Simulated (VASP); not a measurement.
**Input and output of a VASP PBE single-point calculation on Mg2C (strained antifluorite)**

INCAR

```
LCHARG = .FALSE.
SIGMA = 0.02
IBRION = -1
LASPH = .TRUE.
NBANDS = 11
LREAL = .FALSE.
EDIFF = 1E-7
ENCUT = 520
PREC = Accurate
NELM = 120
LWAVE = .FALSE.
NSW = 0
ISIF = 2
ISMEAR = -1
GGA = PE
```

KPOINTS

```
KPOINTS created by Atomic Simulation Environment
0
Gamma
8 8 8
0 0 0
```

KPOINTS_OPT

```
special points
7
Reciprocal
0.0000000000 0.0000000000 0.0000000000 1
0.5000000000 0.0000000000 0.5000000000 1
0.6250000000 0.2500000000 0.6250000000 1
0.3750000000 0.3750000000 0.7500000000 1
0.5000000000 0.5000000000 0.5000000000 1
0.5000000000 0.2500000000 0.7500000000 1
0.0375000000 0.0375000000 0.0750000000 1
```

POSCAR

```
C  Mg
 1.0000000000000000
     0.0000000000000000    2.7109426081999999    2.8193803124999999
     2.7109426081999999    0.0000000000000000    2.8193803124999999
     2.7109426081999999    2.7109426081999999    0.0000000000000000
 C   Mg
   1   2
Cartesian
  0.0000000000000000  0.0000000000000000  0.0000000000000000
  1.3554713040999999  1.3554713040999999  1.4096901562499999
  4.0664139123000007  4.0664139123000007  4.2290704687500007
```

VASP ran with the recommended PBE PAW datasets (8 valence electrons in the cell).

From OUTCAR

```
k-points           NKPTS =     59   k-points in BZ     NKDIM =     59   number of bands    NBANDS=     11

   NELECT =       8.0000    total number of electrons

   dimension x,y,z NGX =    30 NGY =   30 NGZ =   30
   dimension x,y,z NGXF=    60 NGYF=   60 NGZF=   60

  energy-cutoff  :      520.00
  volume of cell :       41.44
      direct lattice vectors                 reciprocal lattice vectors
     0.000000000  2.710942608  2.819380312    -0.184437693  0.184437693  0.177343935
     2.710942608  0.000000000  2.819380312     0.184437693 -0.184437693  0.177343935
     2.710942608  2.710942608  0.000000000     0.184437693  0.184437693 -0.177343935

 k-points in reciprocal lattice and weights: KPOINTS created by Atomic Simulation Env
   0.00000000  0.00000000  0.00000000       0.002
   0.12500000 -0.00000000  0.00000000       0.016
   0.25000000 -0.00000000  0.00000000       0.016
   0.37500000 -0.00000000  0.00000000       0.016
   0.50000000 -0.00000000  0.00000000       0.008
   0.12500000  0.12500000  0.00000000       0.004
   0.25000000  0.12500000  0.00000000       0.016
   0.37500000  0.12500000  0.00000000       0.016
   ...

 E-fermi :   3.9246

 k-point     1 :       0.0000    0.0000    0.0000
  band No.  band energies     occupation
      1      -7.0086      2.00000
      2       3.4255      2.00000
      3       3.5991      2.00000
      4       3.5991      2.00000
      5       4.7783      0.00000
      6       9.8177      0.00000
      7       9.8177      0.00000
      8      10.1272      0.00000
      9      12.6700      0.00000
     10      13.1690      0.00000
     11      13.3838      0.00000

 k-point     2 :       0.1250   -0.0000    0.0000
  band No.  band energies     occupation
      1      -6.8507      2.00000
      2       2.3647      2.00000
      3       3.3990      2.00000
      4       3.5379      2.00000
      5       5.7044      0.00000
      6       9.6745      0.00000
      7      10.0188      0.00000
      8      10.2305      0.00000
      9      11.6793      0.00000
     10      12.2760      0.00000
     11      13.6277      0.00000

 k-point     3 :       0.2500   -0.0000    0.0000
  band No.  band energies     occupation
      1      -6.4138      2.00000
      2       0.7741      2.00000
      3       3.2079      2.00000
      4       3.4059      2.00000
      5       6.4681      0.00000
      6       9.3565      0.00000
      7       9.8954      0.00000
      8       9.9657      0.00000
      9      12.1113      0.00000
     10      12.1281      0.00000
     11      13.3783      0.00000

 k-point     4 :       0.3750   -0.0000    0.0000
  band No.  band energies     occupation
      1      -5.8504      2.00000
      2      -0.5476      2.00000
      3       3.0426      2.00000
      4       3.2923      2.00000
      5       6.6466      0.00000
      6       9.0150      0.00000
      7       9.4455      0.00000
      8       9.4801      0.00000
      9      13.3876      0.00000
     10      13.4593      0.00000
     11      14.0656      0.00000

 k-point     5 :       0.5000   -0.0000    0.0000
  band No.  band energies     occupation
      1      -5.5488      2.00000
      2      -1.1114      2.00000
      3       2.9799      2.00000
      4       3.2497      2.00000
      5       6.6435      0.00000
      6       8.8861      0.00000
      7       9.2227      0.00000
      8       9.2945      0.00000
      9      14.2253      0.00000
     10      14.5091      0.00000
     11      15.0451      0.00000

 k-point     6 :       0.1250    0.1250    0.0000
  band No.  band energies     occupation
      1      -6.8081      2.00000
      2       2.3031      2.00000
      3       3.3281      2.00000
      4       3.3281      2.00000
      5       5.9616      0.00000
      6       9.6576      0.00000
      7      10.0970      0.00000
      8      10.2836      0.00000
      9      10.2836      0.00000
     10      13.6585      0.00000
     11      14.8144      0.00000

 k-point     7 :       0.2500    0.1250    0.0000
  band No.  band energies     occupation
      1      -6.4723      2.00000
      2       1.1911      2.00000
      3       3.0580      2.00000
      4       3.1089      2.00000
      5       6.6559      0.00000
      6       8.9345      0.00000
      7       9.5269      0.00000
      8      10.5626      0.00000
      9      11.1392      0.00000
     10      13.3600      0.00000
     11      14.4969      0.00000

 k-point     8 :       0.3750    0.1250    0.0000
  band No.  band energies     occupation
      1      -5.9443      2.00000
      2      -0.0707      2.00000
      3       2.6606      2.00000
      4       3.0016      2.00000
      5       7.0422      0.00000
      6       8.1914      0.00000
      7       9.9614      0.00000
      8      10.1915      0.00000
      9      12.2253      0.00000
     10      14.0896      0.00000
     11      14.4671      0.00000

 k-point     9 :       0.5000    0.1250    0.0000
  band No.  band energies     occupation
      1      -5.5106      2.00000
      2      -0.8782      2.00000
      3       2.3153      2.00000
      4       3.0498      2.00000
      5       7.3182      0.00000
      6       7.8112      0.00000
      7       9.7322      0.00000
      8      10.2272      0.00000
      9      13.5603      0.00000
     10      14.5769      0.00000
     11      14.8980      0.00000

 k-point    10 :      -0.3750    0.1250    0.0000
  band No.  band energies     occupation
      1      -5.5945      2.00000
      2      -0.7158      2.00000
      3       2.1756      2.00000
      4       3.2285      2.00000
      5       7.4116      0.00000
      6       8.0741      0.00000
      7       9.6138      0.00000
      8      10.0322      0.00000
      9      13.0485      0.00000
     10      14.1865      0.00000
     11      15.0468      0.00000

 k-point    11 :      -0.2500    0.1250    0.0000
  band No.  band energies     occupation
      1      -6.0975      2.00000
      2       0.2954      2.00000
      3       2.3136      2.00000
      4       3.4524      2.00000
      5       7.1807      0.00000
      6       8.9559      0.00000
      7       9.5786      0.00000
      8       9.9580      0.00000
      9      11.4600      0.00000
     10      13.8206      0.00000
     11      14.4313      0.00000

 k-point    12 :      -0.1250    0.1250    0.0000
  band No.  band energies     occupation
      1      -6.5902      2.00000
      2       1.5346      2.00000
      3       2.7744      2.00000
      4       3.5908      2.00000
      5       6.4935      0.00000
      6       9.3855      0.00000
      7      10.0101      0.00000
      8      10.3052      0.00000
      9      10.9451      0.00000
     10      12.9027      0.00000
     11      14.1922      0.00000

 k-point    13 :       0.2500    0.2500    0.0000
  band No.  band energies     occupation
      1      -6.2541      2.00000
      2       0.9311      2.00000
      3       2.7890      2.00000
      4       2.7890      2.00000
      5       6.2066      0.00000
      6       8.7686      0.00000
      7       9.3495      0.00000
      8      11.2954      0.00000
      9      11.2954      0.00000
     10      14.4653      0.00000
     11      16.3004      0.00000

 k-point    14 :       0.3750    0.2500    0.0000
  band No.  band energies     occupation
      1      -5.8268      2.00000
      2       0.1943      2.00000
      3       2.2343      2.00000
      4       2.6132      2.00000
      5       5.9496      0.00000
      6       8.7834      0.00000
      7       9.6528      0.00000
      8      11.4056      0.00000
      9      12.0064      0.00000
     10      14.9469      0.00000
     11      16.3356      0.00000

 k-point    15 :       0.5000    0.2500    0.0000
  band No.  band energies     occupation
      1      -5.3941      2.00000
      2      -0.3817      2.00000
      3       1.3971      2.00000
      4       2.6458      2.00000
      5       6.2026      0.00000
      6       9.0547      0.00000
      7      10.1825      0.00000
      8      10.9642      0.00000
      9      12.3459      0.00000
     10      14.8764      0.00000
     11      16.7294      0.00000

 k-point    16 :      -0.3750    0.2500    0.0000
  band No.  band energies     occupation
      1      -5.3002      2.00000
      2      -0.4129      2.00000
      3       0.9044      2.00000
      4       2.8745      2.00000
      5       6.7912      0.00000
      6       8.8610      0.00000
      7      10.4845      0.00000
      8      10.5536      0.00000
      9      13.0140      0.00000
     10      13.2297      0.00000
     11      16.5601      0.00000

 ...

  Total        0.4819476      0.4819476     -2.2892033      0.0000000      0.0000000     -0.0000000
  in kB       18.6331404     18.6331404    -88.5055763      0.0000000      0.0000000     -0.0000000
  external PRESSURE =     -17.0797652 kB  Pullay stress =       0.0000000 kB

 POSITION                                       TOTAL-FORCE (eV/Angst)
 -----------------------------------------------------------------------------------
      0.00000      0.00000      0.00000         0.000000      0.000000     -0.000000
      1.35547      1.35547      1.40969        -0.000000     -0.000000     -0.000000
      4.06641      4.06641      4.22907         0.000000      0.000000      0.000000
 -----------------------------------------------------------------------------------
    total drift:                                0.000000     -0.000000     -0.000000

  FREE ENERGIE OF THE ION-ELECTRON SYSTEM (eV)
  ---------------------------------------------------
  free  energy   TOTEN  =       -11.4449047892 eV

  energy  without entropy=      -11.4449047880  energy(sigma->0) =      -11.44490479
```

The gap between bands v and c is 0.63 eV and the least direct gap is 1.18 eV. The pressure is -1.7 GPa.

Band v is the last that the valence electrons fill when counted band by band, and c is the next.
